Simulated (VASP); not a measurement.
Set up this calculation in VASP 6.6.1, as the native input.

```yaml
Task: single point
Functional: PBEsol
Potentials_or_basis: VASP PAW PBE potentials, release 64 (Cu, Si, C)
Cutoff: 450 eV
k_mesh: 2 × 3 × 3
Occupations: gaussian, width 0.03 eV
Spin: collinear spin, ferromagnetic start
Starting_moments: "[3.0, 0.0, 0.0, 0.0, 0.0, 0.0, 0.0, 0.0, 0.0, 0.0, 0.0, 0.0, 0.0, 0.0, 0.0, 0.0, 0.0, 0.0, 0.0, 0.0, 0.0, 0.0, 0.0, 0.0] μB"
Fixed_moment: 3 μB
Hubbard_terms: Cu d U = 5 eV
Dq: 0
Further_INCAR_settings: LREAL = Auto; ALGO = Normal; EDIFF = 1e-05; ISYM = 0
```

The structure of CuSi11C12 (a cell with a defect) lies in POSCAR:

```
CuSi11C12                               
1.0
    0.0000000000      6.5370000000      6.5370000000
    4.3580000000      0.0000000000      4.3580000000
    4.3580000000      4.3580000000      0.0000000000
  Cu              Si              C             
     1    11    12
Direct
     0.0010259405190179    0.0002635976653580    0.0005487889729573
     0.9983194789176578    0.9983794761111556    0.5030702982315673
     0.9984279086407098    0.5028448412909272    0.9986047435786952
     0.9978623534199882    0.5027577864670616    0.5032727274726236
     0.3345063814186682    0.0006761861632530    0.0004782034862862
     0.3354484122086457    0.9997205318554142    0.4995884091942953
     0.3355315986346216    0.4996058210089637    0.9996923705793832
     0.3332025211381286    0.5010521481491432    0.5007056972545173
     0.6712700747212040    0.9984476225139411    0.9982951218597574
     0.6669656249014730    0.0004676606372447    0.5011235978150704
     0.6669648722145709    0.5010065759837815    0.0006098494833766
     0.6675551292828948    0.5001996310988449    0.4999822356131100
     0.0880063836022711    0.1325520573037952    0.1328047538449071
     0.0886465126688370    0.1316592903971709    0.6047501592937111
     0.0886537298821918    0.6045364356364062    0.1320737222494724
     0.0834474105991451    0.6254700641481443    0.6257345722592965
     0.4217091057997019    0.1233525418470156    0.1232828931617343
     0.4157003595852645    0.1266173402784616    0.6269520954353480
     0.4157664934255848    0.6271681578552548    0.1263055205422830
     0.4175512114987539    0.6251049373080482    0.6249863469859728
     0.7365681870489843    0.1329408600199745    0.1331324220283058
     0.7503309348041727    0.1257010076720589    0.6249500817619419
     0.7503660342283157    0.6249899397793778    0.1255038127763557
     0.7491133408392110    0.6262504888092142    0.6263555761190133
```

One way to write it, as run:

INCAR

```
PREC = Accurate ; ENCUT = 450
EDIFF = 1E-5 ; ISMEAR = 0
SIGMA = 0.03 ; LREAL = Auto
LASPH = True ; NELM = 120
ALGO = Normal ; ISIF = 2
LWAVE = False ; LCHARG = False
ISPIN = 2 ; MAGMOM = 3 0 0 0 0 0 0 0 0 0 0 0 0 0 0 0 0 0 0 0 0 0 0 0
LORBIT = 11 ; NUPDOWN = 3
LMAXMIX = 4 ; LDAU = True
LDAUTYPE = 2 ; LDAUL = 2 -1 -1
LDAUU = 5 0 0 ; LDAUJ = 0 0 0
LDAUPRINT = 1 ; GGA = PS
ISYM = 0 ; KPAR = 4
```

KPOINTS

```
regular mesh
0
Gamma
  2 3 3
```

Potentials or basis: VASP PAW PBE potentials, release 64 (Cu, Si, C).

Launch:

```console
$ cat potpaw_PBE.64/Cu/POTCAR potpaw_PBE.64/Si/POTCAR potpaw_PBE.64/C/POTCAR > POTCAR
$ mpirun -np 4 vasp_std > vasp.out
```

It gave:

The largest force is 0.305 eV/Å. The net moment is 3.00 μB per cell, the site moments are Cu +0.59; Si +0.00, -0.00, +0.01; C +0.28, +0.27, +0.01, +0.09, +0.03, +0.21, +0.02 μB and the valence electrons inside the program's atomic spheres are Cu 10.24; Si 1.70, 1.69, 1.68; C 2.48, 2.54, 2.52, 2.53, 2.50.

Caveat: the k mesh is coarse (spacing up to 0.42 Å⁻¹), so the values aren't converged; the PAW data sets were made with another functional, which shifts forces and pressure a little; the total moment is fixed, so each spin has its own Fermi level; the U is typed as a test and isn't derived for this compound.

It took 3.8 min on 4 MPI ranks on Intel(R) Xeon(R) Platinum 8488C (Sapphire Rapids), with other jobs on the host, peak memory 0.58 GiB a rank.
